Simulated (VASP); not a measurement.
Runs of VASP 6.6.1 on C. Symmetry: Fd-3m, No. 227, cubic system. Conventional cell: a = 3.567 Å, b = 3.567 Å, c = 3.567 Å, α = 90.00°, β = 90.00°, γ = 90.00°. Around C (site symmetry -43m) lie 4 C at 1.54 Å. This isn't the form of C at room conditions, which is graphite.

```csv
level,potentials or basis,grid for exact exchange (PRECFOCK),screening parameter,exchange at q = 0,gap on the mesh (eV)
PBE,"VASP PAW PBE potentials, release 64 (C)",-,-,-,(a)
HSE06,"VASP PAW PBE potentials, release 64 (C)",Fast,0.2 1/A,-,5.29
LDA,"VASP PAW LDA potentials, release 64 (C)",-,-,-,4.09
PBE0,"VASP PAW PBE potentials, release 64 (C)",Fast,-,truncated,6.02
```

Alike in all rows: task single point; no spin polarisation; cell as given; k mesh 8 × 8 × 8; cutoff (eV) 420; smearing gaussian 0.05 eV.

**Question.** Estimate the missing entries.

**Answer.** (a) 4.12.

A k mesh can miss the band edges.

Not every run made on this cell is shown here.
